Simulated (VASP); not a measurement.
An input for Quantum ESPRESSO's pw.x (written as the equivalent of a VASP run, and not itself run):

```
&CONTROL
  calculation = 'vc-relax'
  pseudo_dir = './pseudo'
  outdir = './out'
  tprnfor = .true.
  tstress = .true.
  nstep = 30
  forc_conv_thr = 0.00039
/
&SYSTEM
  ibrav = 0
  nat = 2
  ntyp = 2
  ecutwfc = 90
  occupations = 'smearing'
  smearing = 'methfessel-paxton'
  degauss = 0.00735
  input_dft = 'vdw-df2'
  nspin = 2
  starting_magnetization(1) = 0.29
  starting_magnetization(2) = 0.03
/
&ELECTRONS
  conv_thr = 7.3e-09
  electron_maxstep = 100
/
&IONS
/
&CELL
  cell_dofree = 'shape'
/
ATOMIC_SPECIES
  Fe 55.845 Fe.upf
  Pt 195.084 Pt.upf
CELL_PARAMETERS angstrom
     2.7522933    0.0000000    0.0000000
     0.0000000    2.7522933    0.0000000
     0.0000000    0.0000000    3.7785311
ATOMIC_POSITIONS crystal
  Fe   0.0000000  0.0000000  0.0000000
  Pt   0.5000000  0.5000000  0.5000000
K_POINTS automatic
  13 13 10 0 0 0
```

Task: Translate this input to VASP (INCAR, KPOINTS, POSCAR, choice of POTCAR).

Result: This is not unique; one that fits is 
File KPOINTS:
```
K-points
0
gamma
13 13 10
```

### POSCAR
```
FePt
1.0
  2.7522932836   0.0000000000   0.0000000000
  0.0000000000   2.7522932836   0.0000000000
  0.0000000000   0.0000000000   3.7785310739
Fe Pt
1 1
Cart
  0.0000000000   0.0000000000   0.0000000000
  1.3761466418   1.3761466418   1.8892655369
```

### INCAR
```
SYSTEM  =  FePt
PREC  =  Accurate; ENCUT  =  520; LREAL  =  .FALSE.
LASPH  =  .TRUE.
EDIFF  =  1E-7; NELM  =  100; ALGO  =  Normal
LMAXMIX  =  6
ISMEAR  =  1; SIGMA  =  0.1
GGA  =  ML; LUSE_VDW  =  .TRUE.; AGGAC  =  0.0
ZAB_VDW  =  -1.8867
MAGMOM  =  2.9 0.3
ISPIN  =  2
IBRION  =  2; NSW  =  30; ISIF  =  4
EDIFFG  =  -0.01
LWAVE  =  .FALSE.; LCHARG  =  .FALSE.; LORBIT  =  10
```

POTCAR, in this order: Fe Pt (PBE.64 set). Program: vasp_std.

The two are equivalent in intent, not identical: the potentials are each code's own (VASP's PAW set, PseudoDojo norm-conserving files in pw.x), so ENCUT and ecutwfc are chosen apart and not converted; conv_thr bounds pw.x's estimated SCF error, while EDIFF bounds the energy change between steps; starting_magnetization is a fraction of the valence charge and MAGMOM a moment in μB, so they match only roughly; forc_conv_thr acts on force components and is met together with etot_conv_thr.

The compound is FePt in the L1_0 structure. This cell is one point of a volume scan, at 0.94 of the reference volume. Symmetry was kept, so distortions that lower it aren't found.
